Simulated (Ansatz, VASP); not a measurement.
# NaLa in VASP and in Ansatz

INCAR

```
SYSTEM = NaLa
ALGO = Fast
EDIFF = 1E-6
ENCUT = 520
GGA = CA
ISIF = 2
ISMEAR = 0
LASPH = .True.
LCHARG = .True.
LELF = .True.
LREAL = .False.
LVHAR = .True.
LWAVE = .False.
NBANDS = 16
NELM = 80
PREC = Accurate
SIGMA = 0.05
```

KPOINTS

```
k-points
0
Gamma
  9 9 4
  0 0 0
```

POSCAR

```
NaLa
1.0
    3.6537068802      0.0000000000      0.0000000000
   -1.8268534401      3.1642029762      0.0000000000
    0.0000000000      0.0000000000      6.5691047056
La Na
1 1
Direct
    0.0000000000      0.0000000000      0.5000000000
    0.6666666667      0.3333333333      0.0000000000
```

File input.yaml:

```yaml
crystal:
  lattice:
    - [3.6537068802, 0.0, 0.0]
    - [-1.8268534401, 3.1642029762, 0.0]
    - [0.0, 0.0, 6.5691047056]
  atoms:
    - { symbol: La, position: [0.0, 0.0, 0.5] }
    - { symbol: Na, position: [0.6666666667, 0.3333333333, 0.0] }
kpoints:
  mp_grid: { grid: [9, 9, 4] }
scf:
  occupations: { method: gaussian, width: 0.05 }
hamiltonian:
  xc: lda
  pseudopotentials: { kind: all_electron, lapw: { basis_error: 0.001 } }
output:
  forces: true
  stress: true
  eigenvalues: true
```

Change from the starting cell: volume scaled by 1.04.

Alike in both runs: task single point; functional LDA; k mesh 9 × 9 × 4; occupations gaussian, width 0.05 eV; no spin polarisation.

|  | VASP | Ansatz |
| --- | --- | --- |
| version | VASP 6.6.1 | Ansatz 0.2.0 |
| potentials or method | VASP PAW LDA potentials, release 64 (La, Na_pv) | all-electron LAPW, scalar-relativistic |
| plane-wave cutoff (eV) | 520 | see its input |

```csv
,VASP,Ansatz,Ansatz less VASP
gap on the k mesh at the Fermi level (eV),none,none,-
pressure (GPa),-2.7,-2.5,+0.13
largest component of the traceless stress (GPa),0.27,0.54,+0.271
```

A gap of «none» marks a metal or a gap that the smearing closes. Ansatz ran all-electron here, so the differences hold the error of VASP's frozen core and of both bases.

The runs have no spin-orbit coupling, so splittings on La are missing.
